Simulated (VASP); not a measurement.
# A single sheet of TiTe2: relaxation and electronic structure

Wanted: how a single sheet of TiTe2 relaxes, and what it costs to take an electron out.

Program: VASP 6.6.1. Level of theory: PBEsol, no spin polarisation; plane waves and PAW (Te, Ti). Results are calculated unless marked as measured.

Most raw output is cut from this account.

## Step 1: The structure

The cell holds 3 atoms: 2 Te and 1 Ti. Cell: a = 3.777 Å, b = 3.777 Å, c = 18.415 Å, α = 90.0°, β = 90.0°, γ = 120.0°. It derives from TiTe2. 1 sheet cut from a layered arrangement of the crystal. Vacuum lies along c.

As a file:

```
Te Ti
1.0
     3.77700    0.00000    0.00000
    -1.88850    3.27098    0.00000
     0.00000    0.00000   18.41535
Te Ti
2 1
Direct
  0.66667 0.33333 0.59273
  0.33333 0.66667 0.40727
  0.00000 0.00000 0.50000
```

## Step 2: Surface relaxation

All atoms relax at the fixed cell.

Input file INCAR:

```
SYSTEM = TiTe2
PREC = Normal
ENCUT = 300
EDIFF = 1E-05
NELM = 120
ISMEAR = 0
SIGMA = 0.05
LREAL = .FALSE.
ALGO = Fast
GGA = PS
NBANDS = 14
LASPH = .TRUE.
LORBIT = 11
LWAVE = .FALSE.
LCHARG = .FALSE.
KPAR = 2
IBRION = 2
NSW = 40
ISIF = 2
EDIFFG = -0.03
POTIM = 0.4
MAXMIX = 40
IDIPOL = 3
LDIPOL = .TRUE.
DIPOL = 0.5 0.5 0.5
```

Input file POSCAR:

```
TiTe2
1.0
    3.7770000000      0.0000000000      0.0000000000
   -1.8885000000      3.2709779500      0.0000000000
    0.0000000000      0.0000000000     18.4153488000
Te Ti
2 1
Direct
    0.6666666670      0.3333333330      0.5927310370
    0.3333333330      0.6666666670      0.4072689630
    0.0000000000      0.0000000000      0.5000000000
```

Input file KPOINTS:

```
Automatic mesh
0
Gamma
9 9 1
0 0 0
```

The projector-augmented-wave data sets are Te and Ti (PBE family, release 64).

Run with:

```
$ mpirun -np 2 vasp_std
```

Wall time 15 s (2 MPI ranks of AMD EPYC 7R43, shared host); peak memory 0.25 GiB; 29 s of CPU time.

This run has no spin polarisation, so a moment on Ti, if there is one, isn't seen. The PAW data sets were made with PBE, which is usual practice but a small mismatch for other functionals. The data set Ti keeps the semicore shell frozen, which is cheaper and a little less accurate. The run keeps the 12 symmetry operations of its start, so it cannot find a distortion of lower symmetry.

The steps of the relaxation:

```csv
step,energy less that of the first step (eV),largest force (eV/Å)
1,0.0000,0.0960
2,-0.0006,0.0646
3,-0.0011,0.0002
```

The atoms that moved most (Å):

```csv
atom,dx,dy,dz,length
Te2,0.000,0.000,0.011,0.011
Te1,0.000,0.000,-0.011,0.011
```

The relaxed structure:

```
Te Ti
1.0
     3.77700    0.00000    0.00000
    -1.88850    3.27098    0.00000
     0.00000    0.00000   18.41535
Te Ti
2 1
Direct
  0.66667 0.33333 0.59212
  0.33333 0.66667 0.40788
  0.00000 0.00000 0.50000
```

This step gave:

* electronic cycles: 30
* electrons: 16
* free energy (TOTEN): -17.26 eV
* energy at zero smearing: -17.25 eV
* Fermi energy: -1.319 eV
* labelled metallic, from the levels on this mesh: yes
* dipole moment: 0, 0, 0 e·Å

The run ended after 3 ionic steps, 0.001 eV below its first step, once the forces on the free atoms met EDIFFG = -0.03.

Only the dipole across the slab is computed (IDIPOL = 3); zeros along the plane are no results.

## Step 3: Potential and states of the slab

A static run writes the electrostatic potential without exchange and correlation (LVHAR), which is flat in the vacuum and gives the level to count from. The dipole correction cancels the field that unlike faces would set up across the vacuum.

Input file INCAR:

```
SYSTEM = TiTe2
PREC = Normal
ENCUT = 300
EDIFF = 1E-06
NELM = 120
ISMEAR = 0
SIGMA = 0.05
LREAL = .FALSE.
ALGO = Fast
GGA = PS
NBANDS = 21
LASPH = .TRUE.
LORBIT = 11
LWAVE = .TRUE.
LCHARG = .TRUE.
IDIPOL = 3
LDIPOL = .TRUE.
DIPOL = 0.5 0.5 0.5
LVHAR = .TRUE.
LVACPOTAV = .TRUE.
LELF = .TRUE.
NEDOS = 1500
```

Input file POSCAR:

```
TiTe2
1.0
    3.7770000000      0.0000000000      0.0000000000
   -1.8885000000      3.2709779500      0.0000000000
    0.0000000000      0.0000000000     18.4153488000
Te Ti
2 1
Direct
    0.6666666670      0.3333333330      0.5921164465
    0.3333333330      0.6666666670      0.4078835535
    0.0000000000      0.0000000000      0.5000000000
```

KPOINTS is that of step 2.

Input file KPOINTS_OPT:

```
Line mode
14
Line-mode
Reciprocal
  0.00000000   0.00000000   0.00000000 GAMMA
  0.50000000   0.00000000   0.00000000 M

  0.50000000   0.00000000   0.00000000 M
  0.33333333   0.33333333   0.00000000 K

  0.33333333   0.33333333   0.00000000 K
  0.00000000   0.00000000   0.00000000 GAMMA
```

Run with:

```
$ mpirun -np 2 vasp_std
```

Elapsed: 23 s, on 2 MPI ranks; peak memory 0.25 GiB; 45 s of CPU time.

Numbers from this step:

```
electronic cycles                          : 22
DOS at the Fermi level                     : 2.317 states/eV/cell
vacuum levels                              : 3.676, 3.676 eV
work functions of the upper and lower face : 4.995, 4.995 eV
```

Electronic bands along the path, in eV, zero at the Fermi level; # counts the bands kept:

```
          point     #3     #4     #5     #6     #7    #8    #9   #10
              Γ  -1.57  -1.22   0.38   0.38   0.57  1.13  1.13  3.44
0.46 of the way  -2.08  -1.54  -0.79  -0.46   0.23  1.31  1.41  2.26
              M  -2.22  -1.78  -1.67  -0.70  -0.08  1.11  1.42  3.05
0.54 of the way  -2.52  -2.21  -1.84  -1.75   0.65  1.21  1.31  2.31
              K  -3.61  -2.60  -1.85  -1.85   0.95  1.21  1.21  2.46
0.46 of the way  -2.73  -1.80  -1.56  -0.91   0.57  1.13  1.43  2.13
              Γ  -1.57  -1.22   0.38   0.38   0.57  1.13  1.13  3.44
```

Of the projections kept (Te, Ti), the largest for each band there; the rest of the weight can lie on other orbitals:

```csv
point,#3,#4,#5,#6,#7,#8,#9,#10
Γ,Ti 0.68,Te 0.89,Ti 0.98,Ti 0.98,Ti 0.92,Te 0.91,Te 0.91,Ti 0.52
M,Ti 0.51,Ti 0.59,Te 0.80,Te 0.80,Ti 0.88,Ti 1.00,Ti 0.98,Ti 0.81
K,Te 0.62,Te 0.75,Te 0.58,Te 0.58,Ti 0.97,Ti 0.92,Ti 0.92,Ti 0.83
Γ,Ti 0.68,Te 0.89,Ti 0.98,Ti 0.98,Ti 0.92,Te 0.91,Te 0.91,Ti 0.52
```

The density of states has structure finer than the step of the table below, so its rows give means over 1 eV, whole bins alone (the curve runs from -12.0 to 7.92 eV). Peaks (eV: height): total -10.3: 8.32, -1.7: 8.67, 1.2: 12.7, 7.2: 9.72; Te s -11.5: 0.818, -10.6: 3.24, -10.3: 5.69; Te p -3.6: 2.51, -2.0: 2.73, -1.7: 3.01, -0.9: 2.19; Te d 6.0: 0.474, 6.5: 0.562, 7.2: 0.845, 7.7: 0.629; Ti s -4.2: 0.639, 4.9: 0.454, 5.3: 0.535, 6.4: 0.386.

Means over bins of 0.079 eV. Density of states against energy, zero at the Fermi level; means over each step; values in states/eV/cell:

| energy (eV) | total | Te s | Te p | Te d | Ti s | Ti p | Ti d |
| --- | --- | --- | --- | --- | --- | --- | --- |
| -11 | 1.87 | 1.20 | 0.0116 | 3.7e-4 | 0.0434 | 0.0414 | 0.0235 |
| -10 | 1.76 | 1.20 | 0.00664 | 3.4e-4 | 0.00630 | 0.0329 | 0.0584 |
| -9 | 0 | 0 | 0 | 0 | 0 | 0 | 0 |
| -8 | 0 | 0 | 0 | 0 | 0 | 0 | 0 |
| -7 | 0 | 0 | 0 | 0 | 0 | 0 | 0 |
| -6 | 0 | 0 | 0 | 0 | 0 | 0 | 0 |
| -5 | 0.295 | 0.00224 | 0.0880 | 9.2e-4 | 0.0376 | 9.8e-4 | 0.0233 |
| -4 | 2.52 | 0.0515 | 0.785 | 0.00929 | 0.163 | 0.115 | 0.187 |
| -3 | 2.10 | 0.0374 | 0.665 | 0.0115 | 0.0638 | 0.0974 | 0.322 |
| -2 | 4.04 | 0.0358 | 1.34 | 0.0236 | 0.0324 | 0.130 | 1.12 |
| -1 | 2.51 | 0.0242 | 0.974 | 0.0133 | 0.0176 | 0.164 | 0.385 |
| 0 | 1.86 | 0.00917 | 0.229 | 0.0252 | 0.0165 | 0.0296 | 1.16 |
| 1 | 4.67 | 0.00876 | 0.467 | 0.0218 | 0.0331 | 0.0652 | 3.44 |
| 2 | 1.30 | 0.0221 | 0.139 | 0.0333 | 0.00660 | 0.0129 | 0.774 |
| 3 | 2.76 | 0.0406 | 0.514 | 0.0489 | 0.0189 | 0.0223 | 1.49 |
| 4 | 0.0954 | 0.00388 | 0.00519 | 0.00314 | 0.00706 | 0.00152 | 0.00721 |
| 5 | 2.54 | 0.0613 | 0.0958 | 0.146 | 0.189 | 0.133 | 0.0919 |
| 6 | 3.62 | 0.0896 | 0.155 | 0.263 | 0.147 | 0.340 | 0.137 |
| 7 | 4.34 | 0.0630 | 0.182 | 0.387 | 0.0819 | 0.429 | 0.235 |

Zero at the Fermi level. The planar average of the electrostatic potential by height:

```
height (Å)  planar average of the electrostatic potential (eV)
       0.0                                                5.00
       0.5                                                5.00
       1.0                                                5.00
       1.5                                                5.00
       2.0                                                5.00
       2.5                                                5.00
       3.0                                                4.99
       3.5                                                4.99
       4.0                                                4.99
       4.5                                                4.98
       5.0                                                4.95
       5.5                                                4.80
       6.0                                                4.18
       6.5                                                1.68
       7.0                                               -8.38
       7.5                                               -15.2
       8.0                                               -10.3
       8.5                                               -2.59
       9.0                                               -2.40
       9.5                                               -2.31
      10.0                                               -3.27
      10.5                                               -11.7
      11.0                                               -14.9
      11.5                                               -6.38
      12.0                                                2.43
      12.5                                                4.35
      13.0                                                4.84
      13.5                                                4.96
      14.0                                                4.99
      14.5                                                4.99
      15.0                                                4.99
      15.5                                                5.00
      16.0                                                5.00
      16.5                                                5.00
      17.0                                                5.00
      17.5                                                5.00
      18.0                                                5.00
```

Density of states in the PAW spheres, an atom over height of the layer and energy from the Fermi level.

Ten even steps from '_' (0.00 states/eV) to '@' (2.37 states/eV), each cell a mean:
```
__@@__
__--__
__..__
::..::
::::::
--##--
::++::
::--::
..::..
......
::::::
::::::
__..__
______
______
______
______
______
______
______
______
______
```
Columns: height of the layer (Å) from 7.5 to 10.9; rows upwards: energy from the Fermi level (eV) from -7.9 to 0.5.

Valence density in the ca plane at fractional y = 0.000, with atoms of Ti within 0.2 Å of it. It is the smooth field of the valence electrons, not physical close to the nuclei.

Ten steps, logarithmic in the rise over the least value, from '0' (0.0 e/Å³) to '9' (1.0 e/Å³), each cell a mean:
```
00000000000000123455799865443110000000000000
00000000000000134566677766553210000000000000
00000000000001245676655667665310000000000000
00000000000001356777655677775421000000000000
00000000000001356777655677775421000000000000
00000000000001246777655667765320000000000000
00000000000001235666666666654310000000000000
00000000000000124556788765543210000000000000
00000000000000123455799865432100000000000000
```
Columns run along c (18.4 Å), rows up along a (3.8 Å). Atoms in or near the plane, at fractional coordinates: Ti at (0.50, 0.00).

Electrostatic potential energy in the ca plane at fractional y = 0.000, with atoms of Ti within 0.2 Å of it. With pseudopotentials it is smooth inside the atoms' cores, unlike the true potential.

Values in units of 1e0 eV, 5 rows by 16 columns, each cell a mean:
```
 3.7  3.7  3.7  3.7  3.6  3.2  1.1 -8.0 -9.1  0.1  3.0  3.6  3.7  3.7  3.7  3.7
 3.7  3.7  3.7  3.7  3.6  2.2 -2.7 -2.9 -3.2 -2.9  1.4  3.5  3.7  3.7  3.7  3.7
 3.7  3.7  3.7  3.7  3.6  1.5 -5.9 -1.2 -0.3 -6.0  0.3  3.5  3.7  3.7  3.7  3.7
 3.7  3.7  3.7  3.7  3.6  2.5 -1.2 -4.4 -5.2 -1.6  2.0  3.6  3.7  3.7  3.7  3.7
 3.7  3.7  3.7  3.7  3.6  3.3  1.3 -8.6 -9.5  0.0  3.2  3.6  3.7  3.7  3.7  3.7
```
Columns run along c (18.4 Å; values clipped at the 3rd and 97th percentile), rows up along a (3.8 Å). Atoms in or near the plane, at fractional coordinates: Ti at (0.50, 0.00).

ELF in the ca plane at fractional y = 0.000, with atoms of Ti within 0.2 Å of it. It is the smooth field of the valence electrons, not physical close to the nuclei.

Ten even steps from '0' (0.00) to '9' (0.82), each cell a mean:
```
00000000000000001221000012210000000000000000
00000002000000123565310245543100000000000000
00000001000001357888621478886420000000000000
00000000000013589999743689999742000000000000
00000000000013689999743689999852000000000000
00000000000002478998732589998631000000000000
00000000000000135676410257764210000012000000
00000000000000012343100123321000000000000000
00000000000000000110000001110000000000000000
```
Columns run along c (18.4 Å), rows up along a (3.8 Å). Atoms in or near the plane, at fractional coordinates: Ti at (0.50, 0.00).

The map of layer states is cut here 0.5 eV above the Fermi level, so it leaves out the states above that.

The vacuum level lies 5.00 eV above the Fermi level at the upper face; both faces agree, as the slab has next to no dipole.

The program warns that it found no field-free vacuum at its default tolerance, so these levels carry more doubt.

On this mesh the fine structure of the density of states is sampling noise, and high empty states may be cut by the number of bands.

## Step 4: Tunnelling image, filled states within 1 eV

A partial density over this window, at constant height above the top atom, is the Tersoff-Hamann picture of a tunnelling image.

Input file INCAR:

```
SYSTEM = TiTe2
PREC = Normal
ENCUT = 300
EDIFF = 1E-05
NELM = 120
ISMEAR = 0
SIGMA = 0.05
LREAL = .FALSE.
ALGO = Fast
GGA = PS
NBANDS = 22
LASPH = .TRUE.
LWAVE = .FALSE.
LCHARG = .FALSE.
ISTART = 1
LPARD = .TRUE.
NBMOD = -3
EINT = -1 0
LSEPB = .FALSE.
LSEPK = .FALSE.
```

POSCAR is that of step 3.

KPOINTS is that of step 3.

The run starts from files that an earlier step left in the folder.

Run with:

```
$ mpirun -np 2 vasp_std
```

Elapsed: 1.4 s, on 2 MPI ranks.

Local density of states in the window along a and b. Constant height, 2.5 Å above the top atom.

Ten even steps from '_' (0.27 × 1e-3 e/Å³) to '@' (1.55 × 1e-3 e/Å³), each cell a mean:
```
______________......::::::::::::::::::::::::......______________
______________..........::::::::::::............________________
________________..........................______________________
______________________............______________________________
..........________________________________......................
............__________________________............::::::::::::::
::::........______________________........::::::::----------::::
::::::......__________________......::::::------==========------
--::::......________________......::::----======++++++++======--
----::::....____________......::::----==++++************++++====
----::......__________......::::--====++****##########****++++==
----::......________....::::----==++**####%%%%%%%%%%%%##****++==
--::::......______......::----==++**##%%%%@@@@@@@@%%%%##**++++==
--::......______......::--====++**##%%%%@@@@@@@@@@%%%%##**++==--
::::....______......::::--==++**##%%%%@@@@@@@@@@@@%%##**++====--
::....________....::::--==++****##%%@@@@@@@@@@@@%%##**++++==--::
....__________....::::--==++**####%%%%@@@@@@%%%%##**++====--::::
..____________....::----==++****####%%%%%%####****++==----::....
____________......::----==++++****########****++====--::::....__
____________......::----====++++********++++====----::::....____
____________......::::----========++========----::::....________
______________....::::::--------====--------::::......__________
```
Columns: along a (fractional) from 0 to 0.969; rows upwards: along b (fractional) from 0 to 0.969.

Partial charge density in the ca plane at fractional y = 0.000, with atoms of Ti within 0.2 Å of it. It is the smooth field of the valence electrons, not physical close to the nuclei.

Ten even steps from '0' (0.00 Å⁻³) to '9' (0.18 Å⁻³), each cell a mean:
```
00000000000000000001268410000000000000000000
00000000000000000001122211000000000000000000
00000000000000000111100111100000000000000000
00000000000000001111100011110000000000000000
00000000000000001111100011110000000000000000
00000000000000000111100011110000000000000000
00000000000000000011111111000000000000000000
00000000000000000001245310000000000000000000
00000000000000000000389510000000000000000000
```
Columns run along c (18.4 Å), rows up along a (3.8 Å). Atoms in or near the plane, at fractional coordinates: Ti at (0.50, 0.00).

Shared out to the nearest atoms, the partial charge density (by size) has 69 % on Te; its largest share on one atom is 34 % (Te1), and it takes 3 of the 3 atoms to pass 80 %.

Between its 5th and 95th percentile the partial density varies by a factor of 4.3, which sets the contrast of the image.

## Step 5: Tunnelling image, empty states within 1 eV

INCAR: that of step 4 with these lines changed.

```diff
@@ -17,3 +17,3 @@
 NBMOD = -3
-EINT = -1 0
+EINT = 0 1
 LSEPB = .FALSE.
```

POSCAR is that of step 4.

KPOINTS is that of step 4.

The run starts from files that an earlier step left in the folder.

Run with:

```
$ mpirun -np 2 vasp_std
```

Run time: 1.4 s. Hardware: 2 MPI ranks; 1.6 s of CPU time.

Local density of states in the window along a and b. Constant height, 2.5 Å above the top atom.

Values in units of 1e-4 e/Å³, 12 rows by 16 columns, each cell a mean:
```
1.0 1.2 1.5 1.8 2.3 2.7 3.1 3.2 3.2 2.9 2.6 2.1 1.7 1.3 1.1 1.0
1.4 1.5 1.7 1.9 2.2 2.4 2.5 2.5 2.4 2.2 2.0 1.8 1.6 1.4 1.4 1.3
2.0 2.0 2.0 2.0 2.1 2.1 2.1 2.1 2.1 2.0 2.0 2.0 2.0 2.0 2.0 2.0
2.7 2.5 2.3 2.1 2.0 2.0 2.0 2.1 2.2 2.4 2.6 2.9 3.1 3.1 3.1 3.0
3.4 2.9 2.5 2.2 2.0 2.0 2.1 2.4 2.8 3.3 3.8 4.2 4.5 4.5 4.3 3.9
3.7 3.0 2.5 2.2 2.1 2.2 2.5 3.1 3.8 4.6 5.3 5.8 5.9 5.7 5.2 4.5
3.6 2.8 2.3 2.1 2.1 2.5 3.1 4.0 5.0 6.0 6.8 7.2 7.0 6.5 5.6 4.5
3.1 2.4 2.0 1.9 2.2 2.9 3.8 4.9 6.0 7.0 7.7 7.7 7.2 6.3 5.2 4.0
2.3 1.8 1.7 1.9 2.4 3.2 4.3 5.5 6.6 7.4 7.6 7.3 6.5 5.4 4.2 3.2
1.6 1.4 1.5 1.8 2.5 3.4 4.5 5.5 6.3 6.8 6.6 6.0 5.1 4.0 3.0 2.2
1.2 1.1 1.3 1.8 2.5 3.4 4.3 5.0 5.5 5.5 5.2 4.5 3.6 2.7 2.0 1.4
1.0 1.1 1.3 1.8 2.4 3.1 3.7 4.2 4.3 4.2 3.7 3.1 2.4 1.8 1.3 1.0
```
Columns: along a (fractional) from 0 to 0.969; rows upwards: along b (fractional) from 0 to 0.969.

Partial charge density in the ca plane at fractional y = 0.000, with atoms of Ti within 0.2 Å of it. It is the smooth field of the valence electrons, not physical close to the nuclei.

Ten steps, logarithmic in the rise over the least value, from '0' (0.00 Å⁻³) to '9' (0.84 Å⁻³), each cell a mean:
```
00000000000000000135799864200000000000000000
00000000000000000123467543100000000000000000
00000000000000000112234322110000000000000000
00000000000000001111222211111000000000000000
00000000000000011111122211111000000000000000
00000000000000001112223221110000000000000000
00000000000000000122355432100000000000000000
00000000000000000124688753100000000000000000
00000000000000000135899974200000000000000000
```
Columns run along c (18.4 Å), rows up along a (3.8 Å). Atoms in or near the plane, at fractional coordinates: Ti at (0.50, 0.00).

Shared out to the nearest atoms, the partial charge density (by size) has 79 % on Ti; its largest share on one atom is 79 % (Ti3), and it takes 2 of the 3 atoms to pass 80 %.

Between its 5th and 95th percentile the partial density varies by a factor of 5.5, which sets the contrast of the image.

## Step 6: Putting the energies together

This step: slab, PBEsol; plane waves and PAW (VASP 6.6.1).

No new run; the numbers come from the runs before.

## Step 7: Slab, other settings

This step: PBEsol, no spin polarisation; plane waves and PAW (Te, Ti) (VASP 6.6.1).

The run is repeated with some settings moved, to see what they change.

Input file INCAR:

```
SYSTEM = TiTe2
PREC = Normal
ENCUT = 300
EDIFF = 1E-06
NELM = 120
ISMEAR = 0
SIGMA = 0.05
LREAL = .FALSE.
ALGO = Fast
GGA = PS
NBANDS = 14
LASPH = .TRUE.
LORBIT = 11
LWAVE = .FALSE.
LCHARG = .FALSE.
KPAR = 2
IDIPOL = 3
LDIPOL = .TRUE.
DIPOL = 0.5 0.5 0.5
LVHAR = .TRUE.
LVACPOTAV = .TRUE.
NELMIN = 8
```

POSCAR is that of step 5.

Input file KPOINTS:

```
Automatic mesh
0
Gamma
6 6 1
0 0 0
```

Run with:

```
$ mpirun -np 2 vasp_std
```

Wall time 8 s (2 MPI ranks); peak memory 0.23 GiB.

Settings moved on purpose: NELMIN = 8 and a k-mesh of 6×6×1 in place of 9×9×1. The run ended without an error; the comparison shows what it cost.

Against the run that it repeats, NBANDS also differs.

The two runs compared:

| quantity | this run | the run it repeats | difference |
| --- | --- | --- | --- |
| energy at zero smearing (eV) | -17.242 | -17.254 | 0.0118 |
| free energy (TOTEN) (eV) | -17.244 | -17.256 | 0.0122 |
| Fermi energy (eV) | -1.386 | -1.3191 | -0.0669 |
| electronic cycles | 24 | 22 | 2 |

The total energy moves by 3.9 meV an atom.

## Step 8: Summary of results

```yaml
work_function_of_the_slab: 5.00 eV
```

The work function is 5.00 eV at both faces. The atom that ends on top (Te) moved inwards by 0.01 Å, counted from the mean of all atoms. The program warned about the flatness of the vacuum, which adds doubt to these levels. Spin-orbit coupling is left out, which matters for the heavy elements here. The cell in the plane was kept as given and was not relaxed here.

[Lines on the potential files, build, host, timing and source positions are cut from VASP's logs without a mark.]

[Logs are printed without paths, hosts, clocks, repeated set-up lines and the standing remarks that a program may print on its own settings, such as how far it seeks lower states.]

[Hosts, paths, dates, database ids (printed as entryN), source tags and the programs' standing remarks are cut or masked in the printed files.]

[In band tables of VASP the shares of atoms and orbitals are scaled to a sum of 1 inside the atoms' spheres.]

[Runs that stopped without an error message from VASP are left out.]
